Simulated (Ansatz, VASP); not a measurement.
# HfAlO in VASP and in Ansatz

File INCAR:

```
PREC     = Accurate       # precision mode
ENCUT    = 600            # plane-wave cutoff, eV
EDIFF    = 1E-6           # SCF threshold, eV
ISMEAR   = 0              # smearing method
SIGMA    = 0.1            # smearing width, eV
LREAL    = F              # projectors in reciprocal space
LASPH    = T              # aspherical terms in the spheres
NELM     = 100            # most SCF steps
ALGO     = Normal         # electronic algorithm
ISIF     = 3              # what is computed and relaxed
LWAVE    = F              # write WAVECAR
LCHARG   = F              # write CHGCAR
GGA      = PE             # functional
IBRION   = 2              # ionic algorithm
NSW      = 100            # ionic steps
EDIFFG   = -0.01          # ionic threshold
```

The input KPOINTS:

```
regular mesh
0
Gamma
  12 12 4
```

Contents of POSCAR:

```
HfAlO
1.0
    3.4928948392      0.0000000000      0.0000000000
   -1.7464474196      3.0249356635      0.0000000000
    0.0000000000      0.0000000000     10.2842757996
Hf Al O
2 2 2
Direct
    0.3333333333      0.6666666667      0.2500000000
    0.6666666667      0.3333333333      0.7500000000
    0.0000000000      0.0000000000      0.5000000000
    0.0000000000      0.0000000000      0.0000000000
    0.6666666667      0.3333333333      0.2500000000
    0.3333333333      0.6666666667      0.7500000000
```

Input for Ansatz:

```yaml
crystal:
  lattice:
    - [3.4928948392, 0.0, 0.0]
    - [-1.7464474196, 3.0249356635, 0.0]
    - [0.0, 0.0, 10.2842757996]
  atoms:
    - { symbol: Hf, position: [0.3333333333, 0.6666666667, 0.25] }
    - { symbol: Hf, position: [0.6666666667, 0.3333333333, 0.75] }
    - { symbol: Al, position: [0.0, 0.0, 0.5] }
    - { symbol: Al, position: [0.0, 0.0, 0.0] }
    - { symbol: O, position: [0.6666666667, 0.3333333333, 0.25] }
    - { symbol: O, position: [0.3333333333, 0.6666666667, 0.75] }
basis:
  ecutwfc: 420
kpoints:
  mp_grid: { grid: [12, 12, 4] }
hamiltonian:
  xc: pbe
scf:
  occupations: { method: gaussian, width: 0.1 }
output:
  forces: true
  stress: true
  eigenvalues: true
  write_density: true
  write_potential: true
  elf: true
  volumetric_format: npy
relax:
  adjacent_minimum: "off"
  f_tol: 0.01
  max_steps: 80
  cell: { stress_tol: 0.05 }
```

Change from the starting cell: species swapped into the EuPPd type (P6_3/mmc, No. 194).

Alike in both runs: task relaxation of cell and atoms; functional PBE; k mesh 12 × 12 × 4; occupations gaussian, width 0.1 eV; no spin polarisation.

```csv
,VASP,Ansatz
version,VASP 6.6.1,Ansatz 0.2.0
potentials or method,"VASP PAW PBE potentials, release 64 (Hf_pv, Al, O)","scalar-relativistic, plane waves, PAW"
plane-wave cutoff (eV),600,420
valence electrons in the cell,38,70
```

VASP gave:

| Item | Value |
| --- | --- |
| gap on the k mesh at the Fermi level, each at its own relaxed structure (eV) | none |
| relaxed volume (Å³/atom) | 17.93 |
| relaxed cell length with the largest relative difference (Å) | 3.484 |

Q: What did Ansatz give for the same quantities?

A: gap on the k mesh at the Fermi level, each at its own relaxed structure (eV): none; relaxed volume (Å³/atom): 18.08; relaxed cell length with the largest relative difference (Å): 3.494.

A gap of «none» marks a metal or a gap that the smearing closes. The two sets of potentials don't hold the same shells in valence.

Spin-orbit coupling is left out, which matters for the levels of Hf.
